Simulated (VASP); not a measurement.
# Core-hole spectrum of Ac2O3, part 3 of 3

Aim: an X-ray absorption edge of Ac2O3 by the supercell core-hole method. The cell has space group P-3m1. The start is a cell from a database of measured crystal structures.

VASP 6.6.1, plane waves and PAW; the level of theory is named at each step.

So far. Step 3 (K edge, Wyckoff site O d, full hole): The smoothed xx curve reaches a tenth of its top at about 522 eV.

The database entry behind the starting cell is an old determination (1949), so it need not match the best structure at ambient conditions.

## 4. K edge, Wyckoff site O d, no hole

This step: supercell core-hole method, LDA, no hole; plane waves and PAW (O, Ac, O) (VASP 6.6.1).

With CLZ = 0 the final states feel no hole, which shows what the hole does. NBANDS covers the range above the edge.

File INCAR:

```
SYSTEM = Ac2O3
PREC = Accurate
ENCUT = 400
EDIFF = 1E-06
NELM = 100
ISMEAR = 0
SIGMA = 0.05
LREAL = .FALSE.
ALGO = Normal
GGA = CA
NBANDS = 288
LASPH = .TRUE.
LWAVE = .FALSE.
LCHARG = .FALSE.
KPAR = 2
ICORELEVEL = 2
CLNT = 1
CLN = 1
CLL = 0
CLZ = 0
CH_LSPEC = .TRUE.
CH_NEDOS = 1500
CH_SIGMA = 0.5
```

File POSCAR:

```
Ac2O3
1.0
    8.1600000000      0.0000000000      0.0000000000
   -4.0800000000      7.0667672948      0.0000000000
    0.0000000000      0.0000000000      6.3000000000
O Ac O
1 8 11
Direct
    0.3333333334      0.1666666666      0.3700000000
    0.3333333334      0.1666666666      0.7650000000
    0.3333333334      0.6666666666      0.7650000000
    0.8333333333      0.1666666666      0.7650000000
    0.8333333334      0.6666666666      0.7650000000
    0.1666666666      0.3333333334      0.2350000000
    0.1666666667      0.8333333334      0.2350000000
    0.6666666666      0.3333333334      0.2350000000
    0.6666666666      0.8333333334      0.2350000000
    0.3333333334      0.6666666666      0.3700000000
    0.8333333333      0.1666666666      0.3700000000
    0.8333333334      0.6666666666      0.3700000000
    0.1666666666      0.3333333334      0.6300000000
    0.1666666667      0.8333333334      0.6300000000
    0.6666666666      0.3333333334      0.6300000000
    0.6666666666      0.8333333334      0.6300000000
    0.0000000000      0.0000000000      0.0000000000
    0.0000000000      0.5000000000      0.0000000000
    0.5000000000      0.0000000000      0.0000000000
    0.5000000000      0.5000000000      0.0000000000
```

File KPOINTS:

```
Automatic mesh
0
Gamma
3 3 3
0 0 0
```

PAW data sets: O, Ac and O (PBE family, release 64).

Run with:

```
> mpirun -np 8 vasp_std
```

The log of the run:

```text
[banner, memory and clock lines left out]
running    8 mpi-ranks, on    1 nodes
 distrk:  each k-point on    4 cores,    2 groups
 distr:  one band on    1 cores,    4 groups

 POSCAR found type information on POSCAR O AcO
 POSCAR found :  3 types and      20 ions
 [... a notice as in an earlier step ...]

 [... a notice as in an earlier step ...]

 [... a notice as in an earlier step ...]

 LDA part: xc-table for (Slater(with rela. corr.)+CA(PZ))
 , standard interpolation
 POSCAR, INCAR and KPOINTS ok, starting setup
 FFT: planning ... GRIDC
 FFT: planning ... GRID_SOFT
 FFT: planning ... GRID
 WAVECAR not read
 entering main loop
       N       E                     dE             d eps       ncg     rms          rms(c)
DAV:   1     0.130170526003E+04    0.13017E+04   -0.42015E+04  4032   0.437E+02
DAV:   2    -0.291993760456E+02   -0.13309E+04   -0.11519E+04  4032   0.161E+02
DAV:   3    -0.183400342697E+03   -0.15420E+03   -0.14503E+03  4472   0.592E+01
DAV:   4    -0.197209087737E+03   -0.13809E+02   -0.13458E+02  5904   0.128E+01
DAV:   5    -0.197501964246E+03   -0.29288E+00   -0.29214E+00  5696   0.215E+00    0.523E+01
DAV:   6    -0.175863909257E+03    0.21638E+02   -0.21159E+01  5952   0.115E+01    0.458E+01
DAV:   7    -0.174470861627E+03    0.13930E+01   -0.44089E+00  4840   0.371E+00    0.254E+01
DAV:   8    -0.173930479078E+03    0.54038E+00   -0.15557E+00  4680   0.192E+00    0.332E+00
DAV:   9    -0.173914796221E+03    0.15683E-01   -0.46433E-02  5584   0.587E-01    0.702E-01
DAV:  10    -0.173914958916E+03   -0.16269E-03   -0.15239E-02  4672   0.169E-01    0.508E-01
DAV:  11    -0.173914822407E+03    0.13651E-03   -0.28242E-03  5240   0.116E-01    0.135E-01
DAV:  12    -0.173914708098E+03    0.11431E-03   -0.48154E-04  4848   0.488E-02    0.444E-02
DAV:  13    -0.173914706529E+03    0.15685E-05   -0.12281E-04  5184   0.178E-02    0.123E-02
DAV:  14    -0.173914714720E+03   -0.81910E-05   -0.15462E-05  4576   0.553E-03    0.100E-02
DAV:  15    -0.173914714846E+03   -0.12590E-06   -0.12067E-06  4080   0.227E-03
   1 F= -.17391471E+03 E0= -.17391471E+03  d E =-.158436E-31
 Starting Core_Hole_Spec
 Ending Core_Hole_Spec
```

Run time: 3 min. Hardware: 8 MPI ranks of AMD EPYC 7R43, shared host; peak memory 1.7 GiB.

From OUTCAR (step 4):

```text
 Found      7 irreducible k-points:

   NELECT =     160.0000    total number of electrons

 the core state eigenenergies are
   1-  1s   -499.2157
   2-  1s-107044.9159  2s -19746.0469  2p -16568.8675  3s  -4913.8459  3p  -4024.7167
       3d  -3216.7463  4s  -1210.8546  4p   -920.2214  4d   -615.2238  4f   -287.0727
       5s   -249.0350  5p   -161.4433  5d    -66.5705
   3-  1s-107044.9159  2s -19746.0469  2p -16568.8675  3s  -4913.8459  3p  -4024.7167
       3d  -3216.7463  4s  -1210.8546  4p   -920.2214  4d   -615.2238  4f   -287.0727
       5s   -249.0350  5p   -161.4433  5d    -66.5705
   4-  1s-107044.9159  2s -19746.0469  2p -16568.8675  3s  -4913.8459  3p  -4024.7167
       3d  -3216.7463  4s  -1210.8546  4p   -920.2214  4d   -615.2238  4f   -287.0727
       5s   -249.0350  5p   -161.4433  5d    -66.5705
   5-  1s-107044.9159  2s -19746.0469  2p -16568.8675  3s  -4913.8459  3p  -4024.7167
       3d  -3216.7463  4s  -1210.8546  4p   -920.2214  4d   -615.2238  4f   -287.0727
       5s   -249.0350  5p   -161.4433  5d    -66.5705
   6-  1s-107044.9159  2s -19746.0469  2p -16568.8675  3s  -4913.8459  3p  -4024.7167
       3d  -3216.7463  4s  -1210.8546  4p   -920.2214  4d   -615.2238  4f   -287.0727
       5s   -249.0350  5p   -161.4433  5d    -66.5705
   7-  1s-107044.9159  2s -19746.0469  2p -16568.8675  3s  -4913.8459  3p  -4024.7167
       3d  -3216.7463  4s  -1210.8546  4p   -920.2214  4d   -615.2238  4f   -287.0727
       5s   -249.0350  5p   -161.4433  5d    -66.5705
   8-  1s-107044.9159  2s -19746.0469  2p -16568.8675  3s  -4913.8459  3p  -4024.7167
       3d  -3216.7463  4s  -1210.8546  4p   -920.2214  4d   -615.2238  4f   -287.0727
       5s   -249.0350  5p   -161.4433  5d    -66.5705
   9-  1s-107044.9159  2s -19746.0469  2p -16568.8675  3s  -4913.8459  3p  -4024.7167
       3d  -3216.7463  4s  -1210.8546  4p   -920.2214  4d   -615.2238  4f   -287.0727
       5s   -249.0350  5p   -161.4433  5d    -66.5705
  10-  1s   -499.2157
  11-  1s   -499.2157
  12-  1s   -499.2157
  13-  1s   -499.2157
  14-  1s   -499.2157
  15-  1s   -499.2157
  16-  1s   -499.2158
  17-  1s   -499.5658
  18-  1s   -499.5656
  19-  1s   -499.5658
  20-  1s   -499.5658

 E-fermi :   5.0235

 k-point     1 :       0.0000    0.0000    0.0000
  band No.  band energies     occupation
    ...
     76       4.1402      2.00000
     77       4.1891      2.00000
     78       4.1891      2.00000
     79       4.1891      2.00000
     80       4.2555      2.00000
     81       7.8651      0.00000
     82       7.8651      0.00000
     83       7.8651      0.00000
     84       8.0231      0.00000
     85       9.0428      0.00000
    ...

 k-point     2 :       0.3333   -0.0000    0.0000
  band No.  band energies     occupation
    ...
     76       4.0406      2.00000
     77       4.0916      2.00000
     78       4.1390      2.00000
     79       4.3511      2.00000
     80       4.3511      2.00000
     81       8.1297      0.00000
     82       8.1967      0.00000
     83       8.1967      0.00000
     84       8.7141      0.00000
     85       8.9645      0.00000
    ...

  Total      -22.4503295    -22.4503295    -24.8675904      0.0000000     -0.0000000      0.0000000
  in kB      -99.0106253    -99.0106253   -109.6712488      0.0000000     -0.0000000      0.0000000
  external PRESSURE =    -102.5641665 kB  Pullay stress =       0.0000000 kB

 POSITION                                       TOTAL-FORCE (eV/Angst)
 -----------------------------------------------------------------------------------
      2.04000      1.17779      2.33100         0.000000     -0.000000     -0.910436
      2.04000      1.17779      4.81950         0.000000     -0.000000     -1.797744
      0.00000      4.71118      4.81950         0.000005      0.000003     -1.797744
      6.12000      1.17779      4.81950         0.000000     -0.000006     -1.797744
      4.08000      4.71118      4.81950        -0.000005      0.000003     -1.797744
     -0.00000      2.35559      1.48050         0.000003     -0.000002      1.797742
     -2.04000      5.88897      1.48050         0.000000      0.000004      1.797742
      4.08000      2.35559      1.48050        -0.000003     -0.000002      1.797742
      2.04000      5.88897      1.48050        -0.000000      0.000000      1.797749
      0.00000      4.71118      2.33100         0.000005      0.000003     -0.910439
      6.12000      1.17779      2.33100        -0.000000     -0.000005     -0.910439
      4.08000      4.71118      2.33100        -0.000005      0.000003     -0.910439
     -0.00000      2.35559      3.96900         0.000002     -0.000001      0.910439
     -2.04000      5.88897      3.96900         0.000000      0.000002      0.910439
      4.08000      2.35559      3.96900        -0.000002     -0.000001      0.910439
      2.04000      5.88897      3.96900         0.000000     -0.000000      0.910437
      0.00000      0.00000      0.00000        -0.000001     -0.000001      0.000000
     -2.04000      3.53338      0.00000         0.000000     -0.000000     -0.000001
      4.08000      0.00000      0.00000         0.000001     -0.000001      0.000000
      2.04000      3.53338      0.00000        -0.000000      0.000002      0.000000
 -----------------------------------------------------------------------------------
    total drift:                                0.000013     -0.000008      0.000012

  FREE ENERGIE OF THE ION-ELECTRON SYSTEM (eV)
  ---------------------------------------------------
  free  energy   TOTEN  =      -173.9147148461 eV

  energy  without entropy=     -173.9147148461  energy(sigma->0) =     -173.91471485

[... 9 parts as in an earlier step ...]

[... 4 further parts left out ...]
```

This step gave:

```yaml
free_energy_toten: -173.9147 eV
fermi_energy: 5.024 eV
pressure: -10.26 GPa
```

The imaginary dielectric function times 10^5 has structure finer than the step of the table below, so its rows give means over 2 eV, whole bins alone (the curve runs from 519 to 564 eV). Peaks (eV: height): xx 530.2: 25.4, 541.7: 7.63; zz 523.7: 12.1, 528.1: 10.4, 530.3: 20.7, 537.8: 6.48, 542.9: 6.21, 548.6: 6.15.

Smoothed further by a Gaussian, to a width of roughly 1 to 1.2 eV in all; heights scale with one over the cell volume; the energy axis is the program's own, and the fall at its high end is where NBANDS ends. The imaginary dielectric function times 10^5 by photon energy; means over each step:

| photon energy (eV) | xx | zz |
| --- | --- | --- |
| 520 | 2.3e-4 | 1.7e-4 |
| 522 | 1.05 | 1.61 |
| 524 | 6.34 | 10.6 |
| 526 | 5.20 | 5.95 |
| 528 | 10.4 | 8.37 |
| 530 | 19.6 | 15.0 |
| 532 | 5.89 | 8.21 |
| 534 | 3.85 | 5.84 |
| 536 | 5.10 | 5.19 |
| 538 | 3.90 | 5.43 |
| 540 | 5.45 | 3.30 |
| 542 | 6.75 | 4.89 |
| 544 | 3.41 | 4.84 |
| 546 | 2.79 | 2.25 |
| 548 | 3.10 | 5.11 |
| 550 | 1.11 | 2.10 |
| 552 | 0.00413 | 0.00201 |
| 554 | 0 | 0 |

The smoothed xx curve reaches a tenth of its top at about 523 eV.

## 5. Summary

This step: supercell core-hole method, LDA; plane waves and PAW (VASP 6.6.1).

This step runs nothing: it gathers the runs above.

Core-hole runs:

| site | hole | cost (core minutes) |
| --- | --- | --- |
| O d | full hole | 23.2 |
| O d | no hole | 23.87 |

## 6. What came out

| Item | Value |
| --- | --- |
| K edge of O d, full hole | xx reaches a tenth of its top at 522.39 eV on the program's axis; share within the next 5 eV of the next 20 eV: 28 % |
| K edge of O d, no hole | xx reaches a tenth of its top at 522.67 eV on the program's axis; share within the next 5 eV of the next 20 eV: 21 % |

What this shows: The O K edge, for light polarised along x, reaches a tenth of its top at 522.39 eV on the program's axis. That mark passes over any weaker pre-edge, and only dipole transitions enter. In the charged run (full hole) weight just under or at the onset may be a state bound to the hole or the highest filled band counted as a final state; this wasn't checked, so onset and share of that run are in doubt. Share of the first 20 eV of absorption, for light polarised along x, that lies within 5 eV of each run's own onset: 21 % with no hole and 28 % with full hole. One site of the element was run (Wyckoff letter d). With 20 atoms and a 3×3×3 mesh the peak shapes still carry the imprint of the mesh, and the holes are close enough to feel one another. The fall at the high end is where NBANDS ends. The other core electrons stay frozen, so neither the program's energy axis nor the change of TOTEN is an excitation energy; spectra are aligned at the onset when set beside measurement. The given cell is kept, although it stands at -10.2 GPa at LDA and ENCUT = 400 eV, which holds the mismatch of the given cell with this functional, any error of the entry itself and any basis-set error. The atoms weren't relaxed and carry forces of up to 1.8 eV/Å at LDA in the cell without a hole, so the numbers belong to the given coordinates, and a relaxation would change them. So large a force or stress means that the given cell is far from the equilibrium of this level, whether by faulty coordinates, another magnetic state or phase, or the functional; the values can't be taken for those of the compound at rest. Not tabulated here, as repeats of values shown or as unfit to read for their mesh, reference level or band range: gaps (K edge, supercell without a hole); pressures of a box with vacuum or a charge (K edge); core levels (K edge).

[Lines on the potential files, build, host, timing and source positions are cut from VASP's logs without a mark.]

[Logs are printed without paths, hosts, clocks, repeated set-up lines and the standing remarks that a program may print on its own settings, such as how far it seeks lower states.]

[Hosts, paths, dates, database ids (printed as entryN), source tags and the programs' standing remarks are cut or masked in the printed files.]
